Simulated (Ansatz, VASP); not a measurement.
## Ti9Al44O84 (glassy 29TiO2-71Al2O3 (mol %)) in two plane-wave programs

Wanted: the spread between two codes on one cell, functional and k mesh. Of the first pair: The structure shown is the start of the Ansatz relaxation below; VASP solves that cell, so the two are compared at the walk's first step.

Program: Ansatz 0.2.0. Level of theory: plane waves, with VASP 6.6.1 beside it; single point at LDA. Results are calculated unless marked as measured.

**1. The starting structure**

The cell holds 137 atoms: 9 Ti, 44 Al and 84 O. Cell: a = 11.468 Å, b = 11.468 Å, c = 11.468 Å, α = 90.0°, β = 90.0°, γ = 90.0°. As first built, before any earlier steps moved the atoms (in the runner's words): 137 atoms (9 Ti, 44 Al, 84 O) placed at random at 3.12 g/cm^3, melted at 4000 K for 10 ps at fixed volume with the Morse and Coulomb pair potential with partial charges (Pedone, Malavasi, Menziani, Cormack and Segre, J. Phys. Chem. B 110, 11780 (2006)). Quenched from 4000 K to 300 K at 300 K/ps and fixed volume, held 10 ps at zero pressure.

**2. Ansatz: relaxation, LDA**

Ansatz runs on its default PAW (the set named soft_2) files.

The two programs are compared at the cell with which this relaxation starts, whose forces are those of its first step.

The input, input.yaml:

```yaml
crystal:
  lattice:
    - [11.46801, 0.0, 0.0]
    - [0.0, 11.46801, 0.0]
    - [0.0, 0.0, 11.46801]
  atoms:
    - { symbol: Ti, position: [0.44636, 0.80996, 0.40423] }
    - { symbol: Ti, position: [0.35196, 0.53261, 0.8367] }
    - { symbol: Ti, position: [0.143, 0.77369, 0.44239] }
    - { symbol: Ti, position: [0.78801, 0.45916, 0.56473] }
    - { symbol: Ti, position: [0.24947, 0.36501, 0.06092] }
    - { symbol: Ti, position: [0.83651, 0.75427, 0.54722] }
    - { symbol: Ti, position: [0.34705, 0.0984, 0.17453] }
    - { symbol: Ti, position: [0.44775, 0.50907, 0.32797] }
    - { symbol: Ti, position: [0.98311, 0.94497, 0.20459] }
    - { symbol: Al, position: [0.41451, 0.63999, 0.07069] }
    - { symbol: Al, position: [0.01426, 0.16218, 0.61508] }
    - { symbol: Al, position: [0.81618, 0.56459, 0.1851] }
    - { symbol: Al, position: [0.93485, 0.52048, 0.78503] }
    - { symbol: Al, position: [0.73841, 0.07176, 0.18183] }
    - { symbol: Al, position: [0.73417, 0.74201, 0.79584] }
    - { symbol: Al, position: [0.14277, 0.73984, 0.92897] }
    - { symbol: Al, position: [0.59961, 0.45911, 0.10892] }
    - { symbol: Al, position: [0.74244, 0.50381, 0.91774] }
    - { symbol: Al, position: [0.19813, 0.56285, 0.2265] }
    - { symbol: Al, position: [0.7387, 0.96358, 0.94877] }
    - { symbol: Al, position: [0.64476, 0.72047, 0.04262] }
    - { symbol: Al, position: [0.61014, 0.12731, 0.61409] }
    - { symbol: Al, position: [0.50971, 0.93407, 0.08453] }
    - { symbol: Al, position: [0.66985, 0.98355, 0.43059] }
    - { symbol: Al, position: [0.39646, 0.80315, 0.9039] }
    - { symbol: Al, position: [0.3561, 0.76019, 0.64492] }
    - { symbol: Al, position: [0.2312, 0.93907, 0.80889] }
    - { symbol: Al, position: [0.49494, 0.31389, 0.47898] }
    - { symbol: Al, position: [0.00164, 0.51459, 0.03935] }
    - { symbol: Al, position: [0.12615, 0.05895, 0.3815] }
[... 101 atom lines left out ...]
    - { symbol: O, position: [0.42625, 0.66048, 0.91894] }
    - { symbol: O, position: [0.02906, 0.59774, 0.69689] }
    - { symbol: O, position: [0.16991, 0.3705, 0.51624] }
    - { symbol: O, position: [0.59433, 0.77837, 0.75138] }
    - { symbol: O, position: [0.31379, 0.07164, 0.84152] }
    - { symbol: O, position: [0.33488, 0.27405, 0.15356] }
kpoints:
  mp_grid: { grid: [1, 1, 1] }
hamiltonian:
  xc: lda
scf:
  occupations: { method: fixed }
output:
  forces: true
relax:
  f_tol: 0.05
  max_steps: 150
  cell: {}
```

Run with:

```
ansatz run input.yaml --threads 4 --pin off --max-ram 8192MiB --backend cpu --events-out ev --progress --plain --runs-dir out
```

Numbers of over 12 decimals in the logs are rounded to 6 here.

Log:

```text
Engine: ansatz 0.2.0, aarch64-unknown-linux-gnu
Pseudopotentials: kind: paw
Pseudopotential: Ti, paw, valence charge 12, recommended cutoff 420 eV (normal), Ti.paw.azcp
Pseudopotential: Al, paw, valence charge 3, recommended cutoff 420 eV (normal), Al.paw.azcp
Pseudopotential: O, paw, valence charge 6, recommended cutoff 420 eV (normal), O.paw.azcp
Functional definition: SPW92
  exchange = slater_x
  correlation = pw_c
Crystal: 137 atoms, lattice volume = 1508.218 Å³
Basis set: ecut = 420 eV, 29423 PW (Γ)
Bands: 509, of which v1, the nominal top of the filled ones, is band 372 counted from 1 (371 counted from 0)
Symmetry: 1 space group operations
Space group: P1 (ITA 1), of the structure as read, at distance tolerance 1.1e-4 Å
k-points: 1
Non-local potential: Ti, projectors of the file, l = 0: 3, l = 1: 2, l = 2: 3, l = 3: 1
Non-local potential: Al, projectors of the file, l = 0: 2, l = 1: 2, l = 2: 1
Non-local potential: O, projectors of the file, l = 0: 2, l = 1: 2, l = 2: 1
PAW form: soft (Blöchl's): semilocal exchange-correlation on the pseudo side does not see the compensation charge
PAW frozen core: Ti, regenerated for the run's functional, and the local potential with it (the file was generated under x = pbe(κ = 0.804, μ = 0.219515), c = pbe(β = 0.066725))
PAW frozen core: Al, regenerated for the run's functional, and the local potential with it (the file was generated under x = pbe(κ = 0.804, μ = 0.219515), c = pbe(β = 0.066725))
PAW frozen core: O, regenerated for the run's functional, and the local potential with it (the file was generated under x = pbe(κ = 0.804, μ = 0.219515), c = pbe(β = 0.066725))
PAW one-centre angular grid: Ti, 590 points (default); XC on 64 Gauss nodes
PAW one-centre angular grid: Al, 110 points (default); XC on 64 Gauss nodes
PAW one-centre angular grid: O, 110 points (default); XC on 64 Gauss nodes
Initial density: superposition of atomic densities (neutral atoms: chi_scale 0, normalization atom), corrected by the library's trained network
Initial wavefunctions: pseudopotential atomic-orbital guess
Functional: x = slater, c = lda
SCF iter   1: F=—  HF=-91442.717288 eV  |F-HF|=—  |Δ(HF+E_count)|=         —  Δρ=1.58e-2  dr2=3.58e0  ethr=1.77e-3  ⟨swp⟩=5.0  Hψ=1594  notcnv=0  defer=134
preconditioner: auto → Resta (q_TF=auto, 2.425 Å⁻¹)  ε∞=4.3  [insulator: Δε(μ)=2.225 eV  Ē_g=13.625 eV  n_scr=364 (ndim 8)  ℏωp=24.8 eV  f_vac=0.055  ε∞_Penn≈4.3]
SCF iter   2: F=—  HF=-91441.842568 eV  |F-HF|=—  |Δ(HF+E_count)|=   8.75e-1  Δρ=6.66e-3  dr2=5.45e-1  ethr=4.82e-4  ⟨swp⟩=2.0  Hψ=787  notcnv=0  defer=132
SCF iter   3: F=—  HF=-91441.746607 eV  |F-HF|=—  |Δ(HF+E_count)|=   9.60e-2  Δρ=2.82e-3  dr2=1.14e-1  ethr=7.32e-5  ⟨swp⟩=3.0  Hψ=756  notcnv=0  defer=114
automatic band count: iteration 3 solves 488 bands in place of 509: the levels show a gap, and the empty bands left out lie too high to hold charge; the band table lists the bands solved (type scf.n_extra_bands for more)
SCF iter   4: F=—  HF=-91441.724878 eV  |F-HF|=—  |Δ(HF+E_count)|=   2.17e-2  Δρ=1.29e-3  dr2=2.55e-2  ethr=1.53e-5  ⟨swp⟩=2.0  Hψ=647  notcnv=0  defer=114
SCF iter   5: F=—  HF=-91441.718391 eV  |F-HF|=—  |Δ(HF+E_count)|=   6.49e-3  Δρ=4.93e-4  dr2=4.31e-3  ethr=3.43e-6  ⟨swp⟩=3.0  Hψ=644  notcnv=0  defer=114
SCF iter   6: F=—  HF=-91441.717556 eV  |F-HF|=—  |Δ(HF+E_count)|=   8.35e-4  Δρ=1.59e-4  dr2=5.00e-4  ethr=5.80e-7  ⟨swp⟩=2.0  Hψ=751  notcnv=0  defer=114
SCF iter   7: F=—  HF=-91441.717536 eV  |F-HF|=—  |Δ(HF+E_count)|=   2.03e-5  Δρ=8.01e-5  dr2=1.24e-4  ethr=6.72e-8  ⟨swp⟩=2.0  Hψ=645  notcnv=0  defer=112
SCF iter   8: F=—  HF=-91441.717542 eV  |F-HF|=—  |Δ(HF+E_count)|=   6.91e-6  Δρ=3.93e-5  dr2=2.71e-5  ethr=1.67e-8  ⟨swp⟩=2.0  Hψ=653  notcnv=0  defer=110
SCF iter   9: F=—  HF=-91441.717399 eV  |F-HF|=—  |Δ(HF+E_count)|=   1.44e-4  Δρ=1.41e-5  dr2=3.29e-6  ethr=3.64e-9  ⟨swp⟩=2.0  Hψ=766  notcnv=0  defer=110
SCF iter  10: F=—  HF=-91441.717399 eV  |F-HF|=—  |Δ(HF+E_count)|=   2.68e-7  Δρ=9.31e-6  dr2=1.40e-6  ethr=4.42e-10  ⟨swp⟩=2.0  Hψ=738  notcnv=0  defer=110
SCF iter  11: F=—  HF=-91441.717399 eV  |F-HF|=—  |Δ(HF+E_count)|=   2.17e-8  Δρ=4.32e-6  dr2=3.03e-7  ethr=1.88e-10  ⟨swp⟩=2.0  Hψ=749  notcnv=0  defer=110
SCF iter  12: F=-91441.717399 eV  HF=-91441.717399 eV  |F-HF|=5.41e-8  |Δ(HF+E_count)|=   7.07e-9  Δρ=2.28e-6  dr2=8.93e-8  ethr=1.34e-11  ⟨swp⟩=4.0  Hψ=1447  notcnv=0
SCF 1 converged in 12 iterations: F = -91441.717399 eV  dr2 = 8.93e-8
  greatest PAW one-centre occupation: 0.999 electrons in one spin orbital (limit 2), on the Ti atom at site 1 (counted from 0), in its partial waves of l = 0
relax step   1: F+E_penalty+E_count = -91441.71739907 eV  Δ(F+E_penalty+E_count) = +0.000e0 eV  max|allowed force component| = 5.193e0 eV/Å  Δτ_max = 0.0000 Å  P = +2.671 GPa  Ω = 1508.218 Å³  (12 SCF iters, dr2 threshold 1.00e-7 eV, accepted)
[...]
- { symbol: Al, position: [0.414611, 0.160240, 0.750537] }
    - { symbol: Al, position: [0.244303, 0.341426, 0.386830] }
    - { symbol: Al, position: [0.551579, 0.928669, 0.765975] }
    - { symbol: Al, position: [0.213998, 0.153140, 0.929048] }
    - { symbol: Al, position: [0.150852, 0.609390, 0.689276] }
    - { symbol: Al, position: [0.743626, 0.320633, 0.308146] }
    - { symbol: Al, position: [0.532748, 0.244597, 0.195455] }
    - { symbol: Al, position: [0.010120, 0.230442, 0.221807] }
    - { symbol: Al, position: [0.040720, 0.300007, 0.875028] }
    - { symbol: Al, position: [0.187074, 0.330829, 0.649071] }
    - { symbol: Al, position: [0.584735, 0.329967, 0.750565] }
    - { symbol: Al, position: [0.774327, 0.807648, 0.295811] }
    - { symbol: Al, position: [0.600235, 0.213309, 0.974655] }
    - { symbol: Al, position: [0.797393, 0.966893, 0.673927] }
    - { symbol: Al, position: [0.968600, 0.598125, 0.361058] }
    - { symbol: Al, position: [0.409438, 0.088133, 0.404931] }
    - { symbol: Al, position: [0.020621, 0.993458, 0.811561] }
    - { symbol: Al, position: [0.273854, 0.833513, 0.111627] }
    - { symbol: Al, position: [0.496804, 0.499449, 0.634469] }
    - { symbol: Al, position: [1.000199, 0.335591, 0.426004] }
    - { symbol: Al, position: [0.918812, 0.128386, 0.994712] }
    - { symbol: Al, position: [0.223461, 0.080742, 0.609712] }
    - { symbol: Al, position: [0.800228, 0.293230, 0.790372] }
    - { symbol: O, position: [0.509431, 0.260730, 0.626995] }
    - { symbol: O, position: [0.723733, -0.031893, 0.287693] }
    - { symbol: O, position: [0.099754, 0.123818, 0.525405] }
    - { symbol: O, position: [0.788500, 0.596122, 0.821663] }
    - { symbol: O, position: [0.287554, 0.208633, 0.671173] }
    - { symbol: O, position: [0.159172, 0.995973, 0.713957] }
    - { symbol: O, position: [0.726730, 0.718340, 0.176077] }
    - { symbol: O, position: [0.896294, 0.291356, 0.308822] }
    - { symbol: O, position: [0.536839, 0.355786, 0.311599] }
    - { symbol: O, position: [0.297154, 0.770210, 0.378022] }
    - { symbol: O, position: [0.209325, 0.717486, 0.590647] }
    - { symbol: O, position: [0.376882, 0.946549, 0.134296] }
    - { symbol: O, position: [0.463316, 0.787669, 0.553843] }
    - { symbol: O, position: [0.500339, 0.044677, 0.681252] }
    - { symbol: O, position: [0.295044, 0.479902, 0.320066] }
    - { symbol: O, position: [0.695078, 0.342042, 0.456731] }
    - { symbol: O, position: [0.743429, 0.796921, 0.930047] }
    - { symbol: O, position: [0.099618, 0.865154, 0.858071] }
    - { symbol: O, position: [0.821791, 0.655502, 0.348628] }
    - { symbol: O, position: [0.928831, 0.474124, 0.450848] }
    - { symbol: O, position: [0.466013, 0.456206, 0.493942] }
    - { symbol: O, position: [0.962855, 0.545037, 0.213274] }
    - { symbol: O, position: [0.506683, 0.121535, 0.064873] }
    - { symbol: O, position: [0.101690, 0.901833, 0.390165] }
[...]
- { symbol: O, position: [0.265040, 0.084471, 0.300814] }
    - { symbol: O, position: [0.073102, 0.110442, 0.903738] }
    - { symbol: O, position: [0.420516, 0.634357, 0.903819] }
    - { symbol: O, position: [0.0034309, 0.615105, 0.695606] }
    - { symbol: O, position: [0.147582, 0.363176, 0.507837] }
    - { symbol: O, position: [0.576438, 0.771326, 0.776526] }
    - { symbol: O, position: [0.317551, 0.071813, 0.852055] }
    - { symbol: O, position: [0.369466, 0.293546, 0.163408] }
```

**3. VASP: single point, LDA, start cell, pair 1**

The same cell, functional (in two slightly different forms) and mesh now go to VASP, with its own data sets.

Lines of VASP's logs that name or quote its potential files are left out, and so is its time.

The input, INCAR:

```
SYSTEM = Ti9Al44O84
PREC = Accurate
ENCUT = 520
EDIFF = 1E-06
NELM = 120
ISMEAR = 0
SIGMA = 0.01
LREAL = Auto
ALGO = Normal
GGA = CA
NBANDS = 467
LASPH = .TRUE.
LORBIT = 11
LWAVE = .FALSE.
LCHARG = .FALSE.
ISIF = 2
GGA_COMPAT = .FALSE.
EFERMI = MIDGAP
```

The input, POSCAR:

```
Ti9Al44O84
1.0
   11.4680100000      0.0000000000      0.0000000000
    0.0000000000     11.4680100000      0.0000000000
    0.0000000000      0.0000000000     11.4680100000
Ti Al O
9 44 84
Direct
    0.4463634057      0.8099574381      0.4042288069
    0.3519616743      0.5326120225      0.8367013981
    0.1429977825      0.7736913379      0.4423871273
    0.7880094280      0.4591642316      0.5647274462
    0.2494678676      0.3650066577      0.0609172821
    0.8365095601      0.7542721013      0.5472178695
    0.3470523657      0.0984041695      0.1745289723
    0.4477498712      0.5090682690      0.3279732055
    0.9831086649      0.9449677843      0.2045864976
    0.4145095793      0.6399889780      0.0706922997
    0.0142570507      0.1621815816      0.6150761989
    0.8161834529      0.5645879276      0.1850975017
    0.9348526902      0.5204826295      0.7850272192
    0.7384105874      0.0717561286      0.1818275359
    0.7341727117      0.7420119097      0.7958399060
    0.1427710649      0.7398406524      0.9289667519
    0.5996070809      0.4591119122      0.1089203794
    0.7424391852      0.5038101641      0.9177442294
    0.1981337651      0.5628526658      0.2264996281
    0.7386983444      0.9635760694      0.9487696645
    0.6447587681      0.7204737352      0.0426229137
    0.6101407306      0.1273106668      0.6140908492
    0.5097135423      0.9340678984      0.0845307948
    0.6698459454      0.9835533802      0.4305890909
    0.3964593683      0.8031471894      0.9038970144
    0.3561036309      0.7601929193      0.6449157264
    0.2311996589      0.9390731260      0.8088936093
    0.4949420170      0.3138905529      0.4789758642
    0.0016393428      0.5145879712      0.0393529479
    0.1261509189      0.0589465827      0.3814960050
[... 101 atom lines left out ...]
    0.4262465763      0.6604807634      0.9189388569
    0.0290634556      0.5977410205      0.6968863822
    0.1699074207      0.3705002001      0.5162360340
    0.5943315362      0.7783739289      0.7513770916
    0.3137859140      0.0716427698      0.8415235076
    0.3348793731      0.2740492902      0.1535575919
```

The input, KPOINTS:

```
Automatic mesh
0
Gamma
1 1 1
0 0 0
```

Potentials, in the order of the species: Ti_sv, Al and O (LDA family, release 64).

Run with:

```
export OMP_NUM_THREADS=4
mpirun -np 1 vasp_gam
```

Log:

```text
[banner, memory and clock lines left out]
running    1 mpi-ranks, on    1 nodes
[...]
Offloading initialized ...    1 GPUs detected
[...]
LDA part: xc-table for (Slater(with rela. corr.)+CA(PZ))
 , standard interpolation
 POSCAR, INCAR and KPOINTS ok, starting setup
[...]
entering main loop
       N       E                     dE             d eps       ncg     rms          rms(c)
DAV:   1     0.905772212788E+04    0.90577E+04   -0.42545E+05   942   0.169E+03
DAV:   2    -0.197505527592E+02   -0.90775E+04   -0.86004E+04  1110   0.455E+02
DAV:   3    -0.125242821928E+04   -0.12327E+04   -0.12139E+04  1049   0.184E+02
DAV:   4    -0.133211906580E+04   -0.79691E+02   -0.79352E+02  1332   0.469E+01
[...]
DAV:  18    -0.113412771896E+04    0.52806E-05   -0.23660E-05  1268   0.143E-02    0.102E-02
DAV:  19    -0.113412771673E+04    0.22354E-05   -0.83211E-06  1164   0.100E-02    0.603E-03
DAV:  20    -0.113412771639E+04    0.33663E-06   -0.51020E-06  1004   0.499E-03
   1 F= -.11341277E+04 E0= -.11341277E+04  d E =0.000000E+00
```

OUTCAR, selected parts (step 3):

```text
  Total       58.7911035     15.6587801     32.0209682      6.6996984     -6.4927159      7.0783608
  in kB       62.4536759     16.6342920     34.0158128      7.1170767     -6.8971996      7.5193290
  external PRESSURE =      37.7012602 kB  Pullay stress =       0.0000000 kB

  FREE ENERGIE OF THE ION-ELECTRON SYSTEM (eV)
  ---------------------------------------------------
  free  energy   TOTEN  =     -1134.1277163893 eV

  energy  without entropy=    -1134.1277163893  energy(sigma->0) =    -1134.12771639

[... 3 further parts left out ...]
[key lines of the parts left out:]
E-fermi :   5.0698
```

The run ends at a pressure of 3.77 GPa, with forces up to 5.6 eV/Å.

**4. Side by side**

Known differences besides the potentials themselves: the two LDA forms differ slightly; fixed occupations in Ansatz, narrow Gaussian smearing in VASP; the cutoff is 420 eV in Ansatz and 520 eV in VASP (PREC = Accurate, projectors in real space); VASP's log shows a relativistic correction to its local exchange, Ansatz's none. Total energies have different zeros and are not compared.

Forces on 10 of the 137 atoms, those with the largest forces and the largest differences (eV/Å; atoms numbered as in POSCAR):

| atom | Ansatz x, y, z | VASP x, y, z |
| --- | --- | --- |
| Ti2 | -2.568, 1.075, -1.198 | -2.666, 1.181, -1.262 |
| Ti7 | -5.193, -0.279, -2.020 | -5.234, -0.277, -2.098 |
| Al13 | 1.353, 1.612, -2.255 | 1.318, 1.626, -2.277 |
| Al20 | -0.029, -0.664, 2.988 | -0.023, -0.699, 3.120 |
| Al35 | 0.807, -1.244, 0.453 | 0.957, -1.269, 0.371 |
| Al40 | -1.190, 2.536, -1.738 | -1.214, 2.608, -1.758 |
| O66 | 1.532, 0.726, -1.228 | 1.675, 0.788, -1.165 |
| O72 | -2.388, 2.462, 0.966 | -2.500, 2.496, 1.020 |
| O89 | 2.372, -0.214, 2.913 | 2.431, -0.261, 3.013 |
| O91 | 0.993, 1.584, 1.262 | 1.098, 1.701, 1.336 |

The forces differ by 53 meV/Å r.m.s., which is 5.1 % of the r.m.s. force of 1.050 eV/Å (both taken over all components).

**5. Ansatz: relaxation, LDA**

This run makes the geometry at which the two programs are then compared. The cell compared in this pair holds 1487.62 Å³, against 1508.22 Å³ for the pair before.

The structure compared here is the end of the Ansatz relaxation.

input.yaml is that of step 2.

Run with:

```
ansatz run input.yaml --threads 4 --pin off --max-ram 8192MiB --backend cpu --events-out ev --progress --plain --runs-dir out
```

Log:

```text
[...]
Crystal: 137 atoms, lattice volume = 1508.218 Å³
Basis set: ecut = 420 eV, 29423 PW (Γ)
Bands: 509, of which v1, the nominal top of the filled ones, is band 372 counted from 1 (371 counted from 0)
Symmetry: 1 space group operations
[...]
k-points: 1
[...]
SCF iter   1: F=—  HF=-91442.717288 eV  |F-HF|=—  |Δ(HF+E_count)|=         —  Δρ=1.58e-2  dr2=3.58e0  ethr=1.77e-3  ⟨swp⟩=5.0  Hψ=1594  notcnv=0  defer=134
[...]
- { symbol: O, position: [0.723733, -0.031893, 0.287693] }
    - { symbol: O, position: [0.099754, 0.123818, 0.525405] }
    - { symbol: O, position: [0.788500, 0.596122, 0.821663] }
    - { symbol: O, position: [0.287554, 0.208633, 0.671173] }
    - { symbol: O, position: [0.159172, 0.995973, 0.713957] }
    - { symbol: O, position: [0.726730, 0.718340, 0.176077] }
    - { symbol: O, position: [0.896294, 0.291356, 0.308822] }
[...]
- { symbol: O, position: [0.147582, 0.363176, 0.507837] }
    - { symbol: O, position: [0.576438, 0.771326, 0.776526] }
    - { symbol: O, position: [0.317551, 0.071813, 0.852055] }
    - { symbol: O, position: [0.369466, 0.293546, 0.163408] }
```

(Part 1 of 2 ends here.)

[Lines on the potential files, build, host, timing and source positions are cut from VASP's logs without a mark.]

[Logs are printed without paths, hosts, clocks, repeated set-up lines and the standing remarks that a program may print on its own settings, such as how far it seeks lower states.]

[Hosts, paths, dates, database ids (printed as entryN), source tags and the programs' standing remarks are cut or masked in the printed files.]
